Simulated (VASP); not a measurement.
Level of theory: PBEsol GGA, VASP's PBE PAW potentials (set 64) (plane waves; VASP).

Input for VASP

### KPOINTS
```
K-points
0
Gamma
  1 3 3
0.5 0.5 0.5
```

File POSCAR:
```
SnSe
1
   11.6644600000     0.0000000000     0.0000000000
    0.0000000000     4.1262500000     0.0000000000
    0.0000000000     0.0000000000     4.7009100000
Sn Se
4 4
Direct
  0.6186480000   0.7479040000   0.3788220000
  0.3836070000   0.2490000000   0.6219620000
  0.8796060000   0.2568830000   0.8830570000
  0.1185380000   0.7383790000   0.1229590000
  0.1490400000   0.2527920000   0.5103180000
  0.8512590000   0.7555170000   0.4912020000
  0.3520930000   0.7481870000   0.0068640000
  0.6472100000   0.2513380000   0.9848150000
```

### INCAR
```
ALGO=Normal
EDIFF=1E-6
ENCUT=300
GGA=PS
ISIF=2
ISMEAR=-1
LASPH=.TRUE.
LCHARG=.FALSE.
LMAXMIX=4
LREAL=.FALSE.
LWAVE=.FALSE.
NELM=100
PREC=Accurate
SIGMA=0.02
SYSTEM=SnSe
```

POTCAR, in this order: Sn_d Se (PBE.64 set). Program: vasp_std.

The resulting files:

### OSZICAR
```
       N       E                     dE             d eps       ncg     rms          rms(c)
DAV:   1     0.711499603507E+03    0.71150E+03   -0.27852E+04   488   0.150E+03
DAV:   2     0.781568451431E+02   -0.63334E+03   -0.61684E+03   480   0.445E+02
DAV:   3    -0.306130236352E+02   -0.10877E+03   -0.10310E+03   592   0.172E+02
DAV:   4    -0.366377536976E+02   -0.60247E+01   -0.59676E+01   560   0.418E+01
DAV:   5    -0.368388033284E+02   -0.20105E+00   -0.20066E+00   608   0.761E+00    0.625E+00
DAV:   6    -0.361573050330E+02    0.68150E+00   -0.13047E+00   672   0.591E+00    0.389E+00
DAV:   7    -0.361352554854E+02    0.22050E-01   -0.49084E-01   624   0.251E+00    0.142E+00
DAV:   8    -0.361288737753E+02    0.63817E-02   -0.45852E-02   648   0.138E+00    0.313E-01
DAV:   9    -0.361288438091E+02    0.29966E-04   -0.57734E-03   576   0.499E-01    0.102E-01
DAV:  10    -0.361289002984E+02   -0.56489E-04   -0.56909E-04   648   0.137E-01    0.533E-02
DAV:  11    -0.361289270724E+02   -0.26774E-04   -0.18209E-04   640   0.826E-02    0.181E-02
DAV:  12    -0.361289158361E+02    0.11236E-04   -0.38920E-05   608   0.375E-02    0.645E-03
DAV:  13    -0.361289162948E+02   -0.45872E-06   -0.47594E-06   432   0.135E-02
   1 F= -.36128916E+02 E0= -.36128916E+02  d E =-.167677E-10
```

**OUTCAR**
```
------------------------ aborting loop because EDIFF is reached ----------------------------------------
  FORCE on cell =-STRESS in cart. coord.  units (eV):
  Direction    XX          YY          ZZ          XY          YZ          ZX
  --------------------------------------------------------------------------------------
  Total       -3.3571164     -4.1708936     -2.7234360     -0.0762096     -0.1864011     -0.0403272
  in kB      -23.7725009    -29.5350411    -19.2852663     -0.5396574     -1.3199485     -0.2855658
  external PRESSURE =     -24.1976028 kB  Pullay stress =       0.0000000 kB
  volume of cell :      226.26
      direct lattice vectors                 reciprocal lattice vectors
    11.664460000  0.000000000  0.000000000     0.085730501  0.000000000  0.000000000
     0.000000000  4.126250000  0.000000000     0.000000000  0.242350803  0.000000000
     0.000000000  0.000000000  4.700910000     0.000000000  0.000000000  0.212724770
 POSITION                                       TOTAL-FORCE (eV/Angst)
 -----------------------------------------------------------------------------------
      7.21619      3.08604      1.78081        -0.153534      0.034435      0.019081
      4.47457      1.02744      2.92379         0.061585      0.000144     -0.131154
     10.26013      1.05996      4.15117         0.197538     -0.018893      0.032264
      1.38268      3.04674      0.57802        -0.126389      0.162818     -0.120251
      1.73847      1.04308      2.39896        -0.160829     -0.163599      0.258289
      9.92948      3.11745      2.30910         0.240143     -0.009217     -0.229366
      4.10697      3.08721      0.03227         0.197442      0.006131      0.297720
      7.54936      1.03708      4.62953        -0.255955     -0.011819     -0.126584
 -----------------------------------------------------------------------------------
    total drift:                                0.001286      0.000688     -0.000291
  FREE ENERGIE OF THE ION-ELECTRON SYSTEM (eV)
  ---------------------------------------------------
  free  energy   TOTEN  =       -36.1289162948 eV

  energy  without entropy=      -36.1289162948  energy(sigma->0) =      -36.12891629
```
(Selected blocks of OUTCAR.)

At this cut-off the stress carries a Pulay error, which pulls relaxed volumes low.

The structure comes from a computed database's SnSe entry; how it stands against other phases isn't given here. The cell was not relaxed at this level, atoms are displaced from their ideal sites. The k-mesh is coarse (spacing up to 0.54 per Å, 2π included), so the numbers may not be converged in it. The run is one of a series of settings (GGA = PS against the base run), some of them coarse on purpose.
